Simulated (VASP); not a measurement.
Ag:

```
Ag
1.0
     0.00000    2.04265    2.04265
     2.04265    0.00000    2.04265
     2.04265    2.04265    0.00000
Ag
1
Direct
  0.00000 0.00000 0.00000
```

Base run:

* Program: VASP 6.6.1
* Functional: PBE
* Potentials or basis: VASP PAW PBE potentials, release 64 (Ag)
* Cutoff: 520 eV
* k mesh: 16 × 16 × 16
* Occupations: fermi-dirac, width 0.05 eV
* Spin: non-collinear spin, zero start, spin-orbit coupling
* Starting moments: [[0.0, 0.0, 0.0]] μB
* Hubbard terms: Ag d U = 2 eV

Its results: pressure 4.0 GPa; net moment 0.00 μB per cell.

Question: The run is repeated on the same cell with these changes: hubbard terms from Ag d U = 2 eV to Ag d U = 4 eV; further incar settings from ALGO = Normal; EDIFF = 1e-07; NBANDS = 22 to ALGO = Normal; EDIFF = 1e-06; NBANDS = 22. What comes out?

Answer: Pressure 3.5 GPa; net moment 0.00 μB per cell.

Caveats: the U is typed as a test and isn't derived for this compound.

Not every run made on this cell is shown here.
